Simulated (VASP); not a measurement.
The input files of a VASP run:

### INCAR
```
SYSTEM  =  Sc
PREC  =  Accurate; ENCUT  =  520; LREAL  =  .False.
LASPH  =  .True.
EDIFF  =  1E-6; NELM  =  100; ALGO  =  Normal
LMAXMIX  =  4
ISMEAR  =  1; SIGMA  =  0.1
GGA  =  PE; IVDW  =  13
IBRION  =  2; NSW  =  60; ISIF  =  3
EDIFFG  =  -0.01
LWAVE  =  .False.; LCHARG  =  .False.
```

### KPOINTS
```
Automatic mesh
0
Gamma
12 12 7
0 0 0
```

POSCAR:
```
Sc
1
    1.6426616975    -2.8451734351     0.0000000000
    1.6426616975     2.8451734351    -0.0000000000
   -0.0000000000    -0.0000000000     5.1074768113
Sc
2
Direct
  0.3333330000   0.6666670000   0.2500000000
  0.6666670000   0.3333330000   0.7500000000
```

POTCAR, in this order: Sc_sv (PBE.64 set). Program: vasp_std.

Problem. Translate this PBE-D4 calculation to Ansatz.

Solution. One equivalent input (not run):
Ansatz 0.2 input:
```yaml
crystal:
  lattice:
    - [1.6426617, -2.8451734, 0.0000000]
    - [1.6426617, 2.8451734, 0.0000000]
    - [0.0000000, 0.0000000, 5.1074768]
  atoms:
    - { symbol: Sc, position: [0.3333330, 0.6666670, 0.2500000] }
    - { symbol: Sc, position: [0.6666670, 0.3333330, 0.7500000] }
kpoints:
  mp_grid: { grid: [12, 12, 7] }
hamiltonian:
  xc: pbe
  dispersion: d4
  pseudopotentials: { kind: paw }
scf:
  occupations: { method: methfessel_paxton, width: 0.1 }
  max_iter: 100
relax:
  max_steps: 60
  f_tol: 0.01
  cell: {}
output: { forces: true, stress: true, eigenvalues: true }
```
The two are equivalent in intent, not identical: each code has its own PAW files, so the cut-off isn't converted (ENCUT is set for VASP's; basis.ecutwfc is left out, and Ansatz then takes the one that its files recommend); Ansatz stops its SCF on the density residual and VASP on the energy change (EDIFF).

The compound is Sc in the hcp structure. This run relaxes it. Symmetry was kept, so distortions that lower it aren't found. The start is the result of an earlier pass.
